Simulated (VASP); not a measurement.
VASP runs on Er2Te3 (a trial cell in the A-La2O3 structure, space group P-3m1) share one base input (PBE GGA, plane waves, VASP's PBE PAW potentials (set 64)) and change the settings named in each case.

**INCAR**
```
! general
SYSTEM  = Er2Te3
PREC    = Accurate
ENCUT   = 400
LREAL   = .False.
LASPH   = .True.

! electronic loop
EDIFF   = 1E-6
NELM    = 100
ALGO    = Normal
LMAXMIX = 6

! smearing
ISMEAR  = 0
SIGMA   = 0.05

! functional
GGA     = PE

! ions
ISIF    = 2

! output
LWAVE   = .False.
LCHARG  = .False.
```

**POSCAR**
```
Er2Te3
4.8691550
  1.0000000000   0.0000000000   0.0000000000
 -0.5000001027   0.8660254192   0.0000000000
  0.0000000000   0.0000000000   1.5581514657
Er Te
2 3
Cart
 -0.0000005685   0.5773505681   0.3843959666
  0.5000004658   0.2886748511   1.1737554991
  0.0000000000   0.0000000000   0.0000000000
 -0.0000005685   0.5773505681   1.0081239983
  0.5000004658   0.2886748511   0.5500274674
```

### KPOINTS
```
Automatic mesh
0
Gamma
5 5 3
0 0 0
```

POTCAR, in this order: Er_3 Te (PBE.64 set). Program: vasp_std.

```tsv
change	E(σ→0) (eV/atom)	pressure (GPa)	largest force (eV/Å)
base run	-4.8079	4.05	0.720
GGA = RE	-4.5013	5.32	0.762
IVDW = 11	-5.0901	2.64	0.682
IVDW = 12	-5.2150	1.85	0.715
IVDW = 13	-5.1849	2.10	0.704
GGA removed, LMIXTAU = .TRUE., METAGGA = R2SCAN	-30.1711	3.63	0.619
GGA removed, LMIXTAU = .TRUE., METAGGA = SCAN	-43.7389	…	…
```

### Question
Fill in the missing entries.

### Answer

- GGA removed, LMIXTAU = .TRUE., METAGGA = SCAN, pressure (GPa): 2.73
- GGA removed, LMIXTAU = .TRUE., METAGGA = SCAN, largest force (eV/Å): 0.563

Energies of different potentials or functionals have different zeros. The 4f electrons are frozen in the core of the lanthanide potential, so 4f levels, which can set the real gap, and their magnetism are missing. Unless said otherwise, spin-orbit coupling is left out, though it shifts the bands of the heavy elements here.

Left out are runs that ran out of time, are held back, or changed the cell or the kind of run, fixed moments of cells without a moment, rows past the twelfth, gaps on odd meshes, pressures of charged cells and columns that move by less than the noise.

The structure was generated: Er2Te3 was put into the A-La2O3 type (P-3m1), which need not be its known phase. The cell was not relaxed at this level, forces remain on its atoms.
